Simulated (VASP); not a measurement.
Wanted: the native input for a VASP 6.6.1 run.

| Quantity | Value |
| --- | --- |
| Task | relaxation of cell and atoms |
| Functional | PBE |
| Potentials or basis | VASP PAW PBE potentials, release 64 (Ti_sv, Ru_pv, C) |
| Cutoff | 520 eV |
| k mesh | 6 × 6 × 2 |
| Occupations | gaussian, width 0.15 eV |
| Spin | no spin polarisation |
| Further INCAR settings | PREC = Normal; ALGO = Fast; EDIFF = 0.0001; IBRION = 2; EDIFFG = -0.08; NSW = 24; ISIF = 3 |

The structure of Ti2RuC3 lies in POSCAR:

```
Ti2RuC3
1.0
    3.6243070100      0.0000000000      0.0000000000
   -1.8121535100      3.1387419400      0.0000000000
    0.0000000000      0.0000000000      8.8079091700
Ti Ru C
2 1 3
Direct
    0.0000000000      0.0000000000      0.9968616400
    0.6666666700      0.3333333300      0.3376419500
    0.3333333300      0.6666666700      0.6641085700
    0.0000000000      0.0000000000      0.2503703200
    0.6666666700      0.3333333300      0.5920876900
    0.3333333300      0.6666666700      0.9089298200
```

The cell was built by a generator and needn't be a form met in nature.

One way to write it, as run:

INCAR

```
SYSTEM = Ti2RuC3
PREC = Normal
ENCUT = 520
EDIFF = 1E-4
ISMEAR = 0
SIGMA = 0.15
LREAL = .False.
LASPH = .True.
NELM = 60
ALGO = Fast
ISIF = 3
LWAVE = .False.
LCHARG = .False.
GGA = PE
IBRION = 2
NSW = 24
EDIFFG = -0.08
```

KPOINTS

```
regular mesh
0
Gamma
  6 6 2
  0 0 0
```

Potentials or basis: VASP PAW PBE potentials, release 64 (Ti_sv, Ru_pv, C).

Launch:

```sh
$ cat potpaw_PBE.64/Ti_sv/POTCAR potpaw_PBE.64/Ru_pv/POTCAR potpaw_PBE.64/C/POTCAR > POTCAR
$ mpirun -np 1 vasp_std > vasp.out
```

It gave:

| Quantity | Value |
| --- | --- |
| Relaxed volume | 12.67 Å³/atom |
| Relaxed cell | a = 3.298 Å, b = 3.298 Å, c = 8.067 Å, α = 90.00°, β = 90.00°, γ = 120.00° |
| Space group after relaxing (to 0.05 Å) | P3m1 (No. 156) |
| Energy gained by relaxing | 489.7 meV/atom |
| Ionic steps | 11 |
| Pressure after relaxing | -0.3 GPa |
| Largest force after relaxing | 0.052 eV/Å |
| Band gap on the k mesh | 0.11 eV, indirect (least direct gap 0.30 eV) |

Caveat: the volume moved by over 15 % at a fixed basis, so the end points are rough.

Run time: 2.1 min on 1 thread of AMD EPYC 9R45 96-Core Processor (Zen 5) (shared host), peak memory 0.15 GiB.
